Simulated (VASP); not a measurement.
# From one sheet to two: 1T-SnSe2 monolayer, part 2 of 2

Aim: relax 1T-SnSe2 monolayer, place its levels against the vacuum, then find how two sheets stack and bind.

VASP 6.6.1, plane waves and PAW; the level of theory is named at each step.

So far. Step 12 (A rigid stacking): Energy at zero smearing: -25.54173 eV.

## (13) Relaxing the bilayer

The lowest stacking relaxes at the monolayer's lattice.

INCAR reads:

```
SYSTEM = SnSe2
PREC = Normal
ENCUT = 350
EDIFF = 1E-06
NELM = 120
ISMEAR = 0
SIGMA = 0.03
LREAL = .FALSE.
ALGO = Fast
GGA = PE
IVDW = 12
NBANDS = 22
LORBIT = 11
LWAVE = .FALSE.
LCHARG = .FALSE.
KPAR = 4
IBRION = 2
NSW = 50
ISIF = 2
EDIFFG = -0.015
POTIM = 0.4
MAXMIX = 40
IDIPOL = 3
LDIPOL = .TRUE.
DIPOL = 0.5 0.5 0.5
```

POSCAR reads:

```
SnSe2
1.0
    3.8213108744      0.0000000000      0.0000000000
   -1.9106554372      3.3093522930      0.0000000000
    0.0000000000      0.0000000000     26.5090857600
Sn Se
2 4
Direct
    0.0000000000      0.0000000000      0.3810871300
    0.0000000000      0.0000000000      0.6189128700
    0.3333333300      0.6666666700      0.3206447800
    0.6666666700      0.3333333300      0.4415294800
    0.3333333300      0.6666666700      0.5584705200
    0.6666666700      0.3333333300      0.6793552200
```

KPOINTS reads:

```
Automatic mesh
0
Gamma
9 9 1
0 0 0
```

The projector-augmented-wave data sets are Sn and Se (PBE family, release 64).

Command:

```sh
> mpirun -np 4 vasp_std
```

Elapsed: 81 s, on 4 MPI ranks of Intel Xeon 6975P-C (Granite Rapids), shared host; peak memory 0.95 GiB; 5.3 min of CPU time.

The steps of the relaxation:

| step | energy less that of the first step (eV) | largest force (eV/Å) |
| --- | --- | --- |
| 1 | 0.0000 | 0.0411 |
| 2 | -0.0002 | 0.0332 |
| 3 | -0.0006 | 0.0524 |
| 4 | -0.0011 | 0.1046 |
| 5 | -0.0012 | 0.1016 |
| 6 | -0.0015 | 0.0924 |
| 7 | -0.0020 | 0.0758 |
| 8 | -0.0030 | 0.0583 |
| 9 | -0.0042 | 0.1067 |
| 10 | -0.0044 | 0.2024 |
| 11 | -0.0047 | 0.1614 |
| 12 | -0.0050 | 0.1599 |
| 13 | -0.0059 | 0.1577 |
| 14 | -0.0075 | 0.1518 |
| 15 | -0.0098 | 0.1397 |
| 16 | -0.0107 | 0.1150 |
| 17 | -0.0110 | 0.1225 |
| 18 | -0.0123 | 0.0584 |
| 19 | -0.0125 | 0.0518 |
| 20 | -0.0128 | 0.0201 |
| 21 | -0.0129 | 0.0049 |

The atoms that moved most (Å):

| atom | dx | dy | dz | length |
| --- | --- | --- | --- | --- |
| Se6 | 0.000 | 0.000 | -0.140 | 0.140 |
| Se3 | 0.000 | 0.000 | 0.140 | 0.140 |
| Sn2 | 0.000 | 0.000 | -0.138 | 0.138 |
| Sn1 | 0.000 | 0.000 | 0.138 | 0.138 |
| Se4 | 0.000 | 0.000 | 0.137 | 0.137 |
| Se5 | 0.000 | 0.000 | -0.137 | 0.137 |

The relaxed structure:

```cif
data_structure
_symmetry_space_group_name_H-M 'P 1'
_symmetry_Int_Tables_number 1
_cell_length_a 3.8213
_cell_length_b 3.8213
_cell_length_c 26.5091
_cell_angle_alpha 90.000
_cell_angle_beta 90.000
_cell_angle_gamma 120.000
_cell_volume 335.24
loop_
_atom_site_label
_atom_site_type_symbol
_atom_site_fract_x
_atom_site_fract_y
_atom_site_fract_z
_atom_site_occupancy
Sn1 Sn 0.00000 0.00000 0.38630 1
Sn2 Sn 0.00000 0.00000 0.61370 1
Se3 Se 0.33333 0.66667 0.32593 1
Se4 Se 0.66667 0.33333 0.44671 1
Se5 Se 0.33333 0.66667 0.55329 1
Se6 Se 0.66667 0.33333 0.67407 1
```

This step gave:

* electronic cycles: 182
* free energy (TOTEN): -25.56 eV
* Fermi energy: -1.552 eV
* dipole moment: 0, 0, 0 e·Å
* least direct gap on the k-mesh: 0.9716 eV

The run ended after 21 ionic steps, 0.013 eV below its first step, once the forces on the free atoms met EDIFFG = -0.015.

## (14) Levels and bands of the bilayer

The same static run as for one sheet shows what the neighbour does to the levels.

INCAR: that of step 13 with these lines changed.

```diff
@@ -16,8 +16,2 @@
 KPAR = 4
-IBRION = 2
-NSW = 50
-ISIF = 2
-EDIFFG = -0.015
-POTIM = 0.4
-MAXMIX = 40
 IDIPOL = 3
@@ -25 +19,4 @@
 DIPOL = 0.5 0.5 0.5
+LVHAR = .TRUE.
+LVACPOTAV = .TRUE.
+NEDOS = 1500
```

POSCAR reads:

```
SnSe2
1.0
    3.8213108744      0.0000000000      0.0000000000
   -1.9106554372      3.3093522930      0.0000000000
    0.0000000000      0.0000000000     26.5090857600
Sn Se
2 4
Direct
    0.0000000000      0.0000000000      0.3862958778
    0.0000000000      0.0000000000      0.6137041222
    0.3333333300      0.6666666700      0.3259281611
    0.6666666700      0.3333333300      0.4467111988
    0.3333333300      0.6666666700      0.5532888012
    0.6666666700      0.3333333300      0.6740718389
```

KPOINTS is that of step 13.

KPOINTS_OPT reads:

```
Line mode
14
Line-mode
Reciprocal
  0.00000000   0.00000000   0.00000000 GAMMA
  0.50000000   0.00000000   0.00000000 M

  0.50000000   0.00000000   0.00000000 M
  0.33333333   0.33333333   0.00000000 K

  0.33333333   0.33333333   0.00000000 K
  0.00000000   0.00000000   0.00000000 GAMMA
```

Command:

```sh
> mpirun -np 4 vasp_std
```

Run time: 21 s. Hardware: 4 MPI ranks; peak memory 0.97 GiB; 78 s of CPU time.

Numbers from this step:

```yaml
electronic_cycles: 21
fermi_energy: -1.579 eV
least_gap_on_mesh_and_path: 0.6314 eV
least_direct_gap_on_mesh_and_path: 0.9243 eV
vacuum_levels: 4.205, 4.205 eV
ionisation_potentials_of_the_upper_and_lower_face: 5.915, 5.915 eV
electron_affinities_of_the_upper_and_lower_face: 5.283, 5.283 eV
```

The electronic bands at the labelled points (eV, zero at the valence-band top; v1 is the highest filled band, c1 the lowest empty one):

```csv
point,v4,v3,v2,v1,c1,c2,c3,c4
Γ,-0.21,-0.21,-0.10,-0.10,1.29,2.17,3.05,3.16
0.46 of the way,-1.27,-0.36,-0.28,-0.05,1.66,2.11,3.88,4.31
M,-1.14,-0.74,-0.59,-0.29,0.63,0.99,3.86,4.13
0.46 of the way,-1.18,-1.14,-0.76,-0.51,1.41,1.46,4.62,4.86
K,-1.36,-1.36,-0.60,-0.60,1.32,2.05,4.74,4.74
0.54 of the way,-1.01,-0.91,-0.69,-0.14,2.12,2.13,4.53,4.63
Γ,-0.21,-0.21,-0.10,-0.10,1.29,2.17,3.05,3.16
```

Of the projections kept (Sn, Se), the largest for each band there; the rest of the weight can lie on other orbitals:

| point | v4 | v3 | v2 | v1 | c1 | c2 | c3 | c4 |
| --- | --- | --- | --- | --- | --- | --- | --- | --- |
| Γ | Se 0.87 | Se 0.87 | Se 0.88 | Se 0.88 | Se 0.57 | Se 0.58 | Sn 0.69 | Sn 0.62 |
| M | Se 0.83 | Se 0.88 | Se 0.89 | Se 0.89 | Se 0.52 | Se 0.55 | Sn 0.59 | Se 0.56 |
| K | Se 0.88 | Se 0.88 | Se 0.89 | Se 0.89 | Se 0.58 | Se 0.62 | Sn 0.54 | Sn 0.54 |
| Γ | Se 0.87 | Se 0.87 | Se 0.88 | Se 0.88 | Se 0.57 | Se 0.58 | Sn 0.69 | Sn 0.62 |

Zero at the Fermi level. The planar average of the electrostatic potential by height:

| height (Å) | planar average of the electrostatic potential (eV) |
| --- | --- |
| 0.0 | 5.78 |
| 0.5 | 5.78 |
| 1.0 | 5.78 |
| 1.5 | 5.78 |
| 2.0 | 5.78 |
| 2.5 | 5.78 |
| 3.0 | 5.78 |
| 3.5 | 5.78 |
| 4.0 | 5.78 |
| 4.5 | 5.78 |
| 5.0 | 5.78 |
| 5.5 | 5.78 |
| 6.0 | 5.77 |
| 6.5 | 5.71 |
| 7.0 | 5.46 |
| 7.5 | 4.37 |
| 8.0 | -0.707 |
| 8.5 | -5.82 |
| 9.0 | -6.25 |
| 9.5 | -4.91 |
| 10.0 | -7.47 |
| 10.5 | -7.40 |
| 11.0 | -4.90 |
| 11.5 | -6.31 |
| 12.0 | -5.81 |
| 12.5 | -0.487 |
| 13.0 | 4.15 |
| 13.5 | 4.18 |
| 14.0 | -0.337 |
| 14.5 | -5.77 |
| 15.0 | -6.32 |
| 15.5 | -4.89 |
| 16.0 | -7.37 |
| 16.5 | -7.50 |
| 17.0 | -4.94 |
| 17.5 | -6.23 |
| 18.0 | -5.85 |
| 18.5 | -0.855 |
| 19.0 | 4.33 |
| 19.5 | 5.45 |
| 20.0 | 5.71 |
| 20.5 | 5.77 |
| 21.0 | 5.78 |
| 21.5 | 5.78 |
| 22.0 | 5.78 |
| 22.5 | 5.78 |
| 23.0 | 5.78 |
| 23.5 | 5.78 |
| 24.0 | 5.78 |
| 24.5 | 5.78 |
| 25.0 | 5.78 |
| 25.5 | 5.78 |
| 26.0 | 5.78 |

Density of states in the PAW spheres, an atom over height of the layer and energy from the Fermi level.

Values in states/eV, 22 rows by 6 columns, each cell a mean:
```
0.03 0.05 0.03 0.03 0.05 0.03
0.09 0.02 0.11 0.11 0.02 0.09
0.67 0.17 0.72 0.72 0.17 0.67
1.13 0.39 1.30 1.30 0.39 1.13
0.77 0.28 0.55 0.55 0.28 0.77
0.58 0.31 0.42 0.42 0.31 0.58
0.34 0.28 0.35 0.35 0.28 0.34
0.56 0.56 0.46 0.46 0.56 0.56
0.41 0.52 0.46 0.46 0.52 0.41
0.37 0.50 0.44 0.44 0.50 0.37
0.24 0.35 0.26 0.26 0.35 0.24
0.22 0.34 0.24 0.24 0.34 0.22
0.24 0.40 0.28 0.28 0.40 0.24
0.10 0.17 0.13 0.13 0.17 0.10
0.00 0.00 0.00 0.00 0.00 0.00
0.01 0.03 0.01 0.01 0.03 0.01
0.10 0.26 0.10 0.10 0.26 0.10
0.16 0.50 0.16 0.16 0.50 0.16
0.11 0.49 0.11 0.11 0.49 0.11
0.19 1.19 0.20 0.20 1.19 0.19
0.03 0.25 0.03 0.03 0.25 0.03
0.00 0.00 0.00 0.00 0.00 0.00
```
Columns: height of the layer (Å) from 8.6 to 17.9 (not evenly spaced); rows upwards: energy from the Fermi level (eV) from -7.9 to 0.5.

The map of layer states is cut here 0.5 eV above the Fermi level, so it leaves out the states above that.

The vacuum level lies 5.91 eV above the highest filled level at the upper face; both faces agree, as the slab has next to no dipole.

The program found no field-free point at its default tolerance, but its printed level agrees with the flat part of the planar average.

## (15) Derived quantities

This step: monolayer and bilayer, PBE + D3(BJ); plane waves and PAW (VASP 6.6.1).

This step runs nothing: it gathers the runs above.

Numbers from this step:

```
polarisability per area of the slab or monolayer : 0.4219 Å
gap with spin orbit                              : 0.7155 eV
binding energy                                   : -21.94 meV/Å²
interlayer gap                                   : 2.825 Å
bilayer gap                                      : 0.6314 eV
bilayer level below vacuum                       : 5.915 eV
lattice a                                        : 3.821 Å
lattice b                                        : 3.821 Å
thickness                                        : 3.205 Å
monolayer gap                                    : 0.7593 eV
ionisation potential at the upper face           : 5.959 eV
```

VASP counts both for electrons: a positive EFIELD is a field along -c, and a positive dipole, in electrons times A, points along -c. Field, by row:

| EFIELD (eV/Å) | dipole along z of the monolayer (e Å) | energy change of the monolayer (eV) |
| --- | --- | --- |
| -0.1 | -0.03705 | -0.001856 |
| 0 | 0 | 0 |
| 0.1 | 0.03705 | -0.001856 |

Rigid sheets, 3.1 Å apart. Stackings, by row:

```
                              stacking  energy above the lowest (meV/Å²)
     same orientation, shift 0.00 0.00                                 0
turned by 180 degrees, shift 0.33 0.67                            0.1165
     same orientation, shift 0.67 0.33                             2.252
     same orientation, shift 0.33 0.67                             16.47
turned by 180 degrees, shift 0.00 0.00                             19.94
```

The polarisability is the slope of the dipole against the field, as a volume for each unit of area.

## (16) Outcome

| Quantity | Value |
| --- | --- |
| lattice a | 3.82 Å |
| monolayer gap | 0.759 eV |
| gap with spin orbit | 0.716 eV |
| binding energy | -21.9 meV/Å² |
| interlayer gap | 2.83 Å |
| bilayer gap | 0.631 eV |
| polarisability per area of the slab or monolayer | 0.422 Å |

In words: The monolayer relaxes to a = 3.821 Å and has a gap of 0.76 eV (0.72 eV with spin-orbit coupling). The ionisation potential is 5.96 eV at both faces. Of 5 rigid stackings the lowest has the upper sheet in the same orientation and shifted by (0.00, 0.00) in cell vectors, and the highest lies 19.9 meV/Å² above it. Relaxed, the sheets lie 2.83 Å apart and bind by 21.9 meV/Å². The next stacking lies close, and only the lowest was relaxed, so the order could change. The second sheet narrows the gap, to 0.63 eV. All runs are without spin polarisation. The bilayer keeps the monolayer's lattice, and only high-symmetry stackings were tried. Semilocal gaps are too small. Levels against the vacuum, binding and the bilayer's gap are without spin-orbit coupling.

[Lines on the potential files, build, host, timing and source positions are cut from VASP's logs without a mark.]

[Logs are printed without paths, hosts, clocks, repeated set-up lines and the standing remarks that a program may print on its own settings, such as how far it seeks lower states.]

[Hosts, paths, dates, database ids (printed as entryN), source tags and the programs' standing remarks are cut or masked in the printed files.]

[Runs that stopped without an error message from VASP are left out.]
